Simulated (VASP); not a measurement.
# CaMg in VASP: further runs, part 2 of 2

VASP 6.6.1.

### Step 3. Single point, r2SCAN

POSCAR reads:

```
CaMg
1.0
    5.6955641031      0.0000000000      0.0000000000
    0.0000000000      3.8616240000      0.0000000000
    0.0000000000      0.0000000000     14.8477820516
Ca Mg
2 2
Direct
    0.0000000000      0.5000000000      0.4041007592
    0.5000000000      0.5000000000      0.5958992408
    0.5000000000      0.0000000000      0.4041007592
    0.0000000000      0.0000000000      0.5958992408
```

INCAR.step1 reads:

```
SYSTEM = CaMg
PREC     = Accurate       ! precision mode
ENCUT    = 520            ! plane-wave cutoff, eV
ISMEAR   = 0              ! smearing method
SIGMA    = 0.1            ! smearing width, eV
LREAL    = .FALSE.        ! projectors in reciprocal space
LASPH    = .TRUE.         ! aspherical terms in the spheres
NELM     = 100            ! most SCF steps
LDIPOL   = .TRUE.       
IDIPOL   = 3            
DIPOL    = 0.5 0.5 0.500
EFIELD   = -0.1         
NBANDS   = 20             ! bands
GGA      = PE             ! functional
ALGO     = Normal         ! electronic algorithm
EDIFF    = 1E-4           ! SCF threshold, eV
LWAVE    = .TRUE.         ! write WAVECAR
LCHARG   = .FALSE.        ! write CHGCAR
```

INCAR.step2 reads:

```
SYSTEM = CaMg
PREC     = Accurate       ! precision mode
ENCUT    = 520            ! plane-wave cutoff, eV
EDIFF    = 1E-7           ! SCF threshold, eV
ISMEAR   = 0              ! smearing method
SIGMA    = 0.1            ! smearing width, eV
LREAL    = .FALSE.        ! projectors in reciprocal space
LASPH    = .TRUE.         ! aspherical terms in the spheres
NELM     = 100            ! most SCF steps
ALGO     = Normal         ! electronic algorithm
ISIF     = 2              ! what is computed and relaxed
LWAVE    = .FALSE.        ! write WAVECAR
LCHARG   = .FALSE.        ! write CHGCAR
LDIPOL   = .TRUE.       
IDIPOL   = 3            
DIPOL    = 0.5 0.5 0.500
METAGGA  = R2SCAN         ! meta-GGA
LMIXTAU  = .TRUE.       
EFIELD   = -0.1         
NBANDS   = 20             ! bands
ISTART   = 1
```

KPOINTS reads:

```
regular mesh
0
G
  3 5 1
  0 0 0
```

Potentials or basis: VASP PAW PBE potentials, release 64 (Ca_sv, Mg).

Launch:

```
cat potpaw_PBE.64/Ca_sv/POTCAR potpaw_PBE.64/Mg/POTCAR > POTCAR
cp INCAR.step1 INCAR
mpirun -np 1 vasp_std > vasp.out
cp INCAR.step2 INCAR
mpirun -np 1 vasp_std > vasp.out
```

OUTCAR:

```text
SYSTEM = CaMg
   PREC = Accurate
   ENCUT = 520
   EDIFF = 1E-7
   ISMEAR = 0
   LREAL = .FALSE.
   LASPH = .TRUE.
   NELM = 100
   ISIF = 2
   METAGGA = R2SCAN
   ISTART = 1

 ion  position               nearest neighbor table
   1  0.000  0.500  0.404-
   2  0.500  0.500  0.596-
   3  0.500  0.000  0.404-
   4  0.000  0.000  0.596-

  LATTYP: Found a simple orthorhombic cell.
 ALAT       =     3.8616240000
 B/A-ratio  =     1.4749142079
 C/A-ratio  =     3.8449579896

  Lattice vectors:

 A1 = (   0.0000000000,  -3.8616240000,   0.0000000000)
 A2 = (   5.6955641031,   0.0000000000,   0.0000000000)
 A3 = (   0.0000000000,   0.0000000000,  14.8477820516)

Analysis of symmetry for initial positions (statically):
=====================================================================
 Subroutine PRICEL returns:
 Original cell was already a primitive cell.

 Routine SETGRP: Setting up the symmetry group for a
 simple orthorhombic supercell.

[... 157 lines left out ...]
 E-fermi :  -0.9548     XC(G=0):  -4.3905

 val. band max:       -0.9930392348   @ k =   0.0000   0.4000   0.0000
 cond. band min:      -0.7938558682   @ k =   0.0000   0.2000   0.0000
 fundamental gap:      0.1991833666
 Fermi energy:        -0.9548122968

 k-point     1 :       0.0000    0.0000    0.0000
  band No.  band energies     occupation
      1     -44.8411      2.00000
      2     -44.8355      2.00000
      3     -25.0420      2.00000
      4     -25.0152      2.00000
      5     -24.9190      2.00000
      6     -24.8923      2.00000
[... 127 lines left out ...]
     19       1.7516      0.00000
     20       1.9955      0.00000

------------------------ aborting loop because EDIFF is reached ----------------------------------------

 vacuum level on the upper side and lower side of the slab       (xc-potential included)        -0.307        -0.817

  FORCE on cell =-STRESS in cart. coord.  units (eV):
  Direction    XX          YY          ZZ          XY          YZ          ZX
  --------------------------------------------------------------------------------------
  -------------------------------------------------------------------------------------
  Total        0.8060718     -1.0818055     -1.2273040      0.0000000      0.0000000      0.0000000
  in kB        3.9547223     -5.3075179     -6.0213578      0.0000000      0.0000000      0.0000000
  external PRESSURE =      -2.4580511 kB  Pullay stress =       0.0000000 kB

 VOLUME and BASIS-vectors are now :
 -----------------------------------------------------------------------------
  energy-cutoff  :      520.00
  volume of cell :      326.56
      direct lattice vectors                 reciprocal lattice vectors
     5.695564103  0.000000000  0.000000000     0.175575234  0.000000000  0.000000000
     0.000000000  3.861624000  0.000000000     0.000000000  0.258958407  0.000000000
     0.000000000  0.000000000 14.847782052     0.000000000  0.000000000  0.067350127

 POSITION                                       TOTAL-FORCE (eV/Angst)
 -----------------------------------------------------------------------------------
      0.00000      1.93081      6.00000         0.000000      0.000000      0.189941
      2.84778      1.93081      8.84778         0.000000      0.000000     -0.181268
      2.84778      0.00000      6.00000         0.000000      0.000000      0.225708
      0.00000      0.00000      8.84778         0.000000      0.000000     -0.234380
 -----------------------------------------------------------------------------------
    total drift:                                0.000000      0.000000      0.000274

  FREE ENERGIE OF THE ION-ELECTRON SYSTEM (eV)
  ---------------------------------------------------
  free  energy   TOTEN  =       -20.8956633675 eV

  energy  without entropy=      -20.8818770302  energy(sigma->0) =      -20.88877020

 vacuum level on the upper side and lower side of the slab         1.931         1.536
```

OSZICAR.step1:

```text
N       E                     dE             d eps       ncg     rms          rms(c)
DAV:   1     0.129223919172E+03    0.12922E+03   -0.10842E+04   304   0.894E+02
DAV:   2     0.331001620989E+01   -0.12591E+03   -0.12435E+03   296   0.228E+02
DAV:   3    -0.575487924091E+01   -0.90649E+01   -0.89409E+01   464   0.392E+01
DAV:   4    -0.635527503278E+01   -0.60040E+00   -0.59819E+00   356   0.108E+01
DAV:   5    -0.639254101808E+01   -0.37266E-01   -0.37250E-01   408   0.223E+00    0.380E+00
DAV:   6    -0.575919289393E+01    0.63335E+00   -0.27404E+00   336   0.459E+00    0.241E+00
DAV:   7    -0.567168379633E+01    0.87509E-01   -0.21583E+00   352   0.310E+00    0.160E+00
DAV:   8    -0.558185997738E+01    0.89824E-01   -0.90405E-01   292   0.204E+00    0.611E-01
DAV:   9    -0.557583570370E+01    0.60243E-02   -0.58728E-02   336   0.125E+00    0.157E-01
DAV:  10    -0.557497368387E+01    0.86202E-03   -0.60137E-03   388   0.343E-01    0.116E-01
DAV:  11    -0.557445560491E+01    0.51808E-03   -0.29939E-03   296   0.320E-01    0.562E-02
DAV:  12    -0.557389542680E+01    0.56018E-03   -0.11915E-03   256   0.157E-01    0.357E-02
DAV:  13    -0.557447794781E+01   -0.58252E-03   -0.44030E-04   264   0.125E-01    0.192E-02
DAV:  14    -0.557495486709E+01   -0.47692E-03   -0.16943E-04   240   0.735E-02    0.169E-02
DAV:  15    -0.557535435061E+01   -0.39948E-03   -0.13736E-04   236   0.463E-02    0.660E-03
DAV:  16    -0.557551144361E+01   -0.15709E-03   -0.80606E-05   248   0.296E-02    0.497E-03
DAV:  17    -0.557552159383E+01   -0.10150E-04   -0.11414E-05   208   0.176E-02
   1 F= -.55755216E+01 E0= -.55648203E+01  d E =-.214027E-01
```

Run time: 6.6 min. Hardware: 1 thread of AMD EPYC 7R43 (Zen 3), shared host; peak memory 0.36 GiB.

What came out:

```
Free energy            : -20.8957 eV
Largest force          : 0.234 eV/Å
Band gap on the k mesh : none (metal or under the smearing width)
```

Forces on the atoms (eV/Å):
```
Ca   0.000  0.000  0.190
Ca   0.000  0.000 -0.181
Mg   0.000  0.000  0.226
Mg   0.000  0.000 -0.234
```

Caveat: the k mesh is coarse (spacing up to 0.37 Å⁻¹), so the values aren't converged; the PAW data sets were made with another functional, which shifts forces and pressure a little.
